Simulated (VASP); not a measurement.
OSZICAR of a VASP run on Ho (hcp):

OSZICAR:
```
       N       E                     dE             d eps       ncg     rms          rms(c)
DAV:   1     0.862972680448E+02    0.86297E+02   -0.83171E+03  2221   0.129E+03
DAV:   2    -0.470640999094E+01   -0.91004E+02   -0.89555E+02  2868   0.542E+02
DAV:   3    -0.962415906237E+01   -0.49177E+01   -0.46527E+01  3223   0.940E+01
DAV:   4    -0.986401174397E+01   -0.23985E+00   -0.23149E+00  3436   0.134E+01
DAV:   5    -0.987032255048E+01   -0.63108E-02   -0.62129E-02  3276   0.230E+00    0.246E+01
DAV:   6    -0.986055498685E+01    0.97676E-02   -0.29663E-02  3321   0.227E+00    0.146E+01
DAV:   7    -0.986506860706E+01   -0.45136E-02   -0.50085E-02  3194   0.304E+00    0.309E-01
DAV:   8    -0.986468689715E+01    0.38171E-03   -0.30373E-03  2848   0.608E-01    0.621E-02
DAV:   9    -0.986469678627E+01   -0.98891E-05   -0.23694E-04  3316   0.188E-01    0.326E-02
DAV:  10    -0.986469156764E+01    0.52186E-05   -0.23250E-05  3295   0.517E-02    0.343E-02
DAV:  11    -0.986469177365E+01   -0.20601E-06   -0.14018E-06  3190   0.125E-02    0.443E-03
DAV:  12    -0.986469188608E+01   -0.11242E-06   -0.14407E-07  1877   0.490E-03    0.163E-03
DAV:  13    -0.986469187020E+01    0.15870E-07   -0.34455E-08  1693   0.504E-03
   1 F= -.98646919E+01 E0= -.98636681E+01  d E =-.986469E+01
       N       E                     dE             d eps       ncg     rms          rms(c)
DAV:   1    -0.986848167785E+01   -0.37898E-02   -0.13133E-01  2921   0.329E+00    0.243E-01
DAV:   2    -0.986676742145E+01    0.17143E-02   -0.36691E-03  3162   0.755E-01    0.152E-01
DAV:   3    -0.986596745001E+01    0.79997E-03   -0.98118E-04  3520   0.297E-01    0.845E-02
DAV:   4    -0.986596501320E+01    0.24368E-05   -0.13552E-04  3022   0.957E-02    0.343E-02
DAV:   5    -0.986596489017E+01    0.12302E-06   -0.64764E-06  3750   0.292E-02    0.543E-03
DAV:   6    -0.986596480296E+01    0.87207E-07   -0.21238E-07  2153   0.443E-03
   2 F= -.98659648E+01 E0= -.98650686E+01  d E =-.127293E-02
       N       E                     dE             d eps       ncg     rms          rms(c)
DAV:   1    -0.986927312909E+01   -0.33082E-02   -0.14655E-01  2906   0.347E+00    0.257E-01
DAV:   2    -0.986732966177E+01    0.19435E-02   -0.41088E-03  3147   0.799E-01    0.164E-01
DAV:   3    -0.986643420261E+01    0.89546E-03   -0.10869E-03  3512   0.312E-01    0.945E-02
DAV:   4    -0.986642980727E+01    0.43953E-05   -0.15165E-04  3051   0.101E-01    0.371E-02
DAV:   5    -0.986642957252E+01    0.23475E-06   -0.71989E-06  3705   0.305E-02    0.518E-03
DAV:   6    -0.986642948928E+01    0.83239E-07   -0.25996E-07  2301   0.485E-03
   3 F= -.98664295E+01 E0= -.98657391E+01  d E =-.173762E-02
```

Q: Which electronic solver shows in the log?

A: It is blocked Davidson (ALGO = Normal, or the opening steps of other solvers). The INCAR had ALGO = Normal.

Q: Can the final energy be trusted as converged?

A: Self-consistency was reached. It stopped with EDIFF = 1E-7, NELM = 100, NSW = 30 and EDIFFG = -0.01 after 3 ionic steps (PBEsol GGA, plane waves, VASP's PBE PAW potentials (set 64)). The 4f electrons are frozen in the core of the lanthanide potential, so 4f levels, which can set the real gap, and their magnetism are missing.

The compound is Ho in the hcp structure. This cell is one point of a volume scan, at 1.03 of the reference volume. Symmetry was kept, so distortions that lower it aren't found.
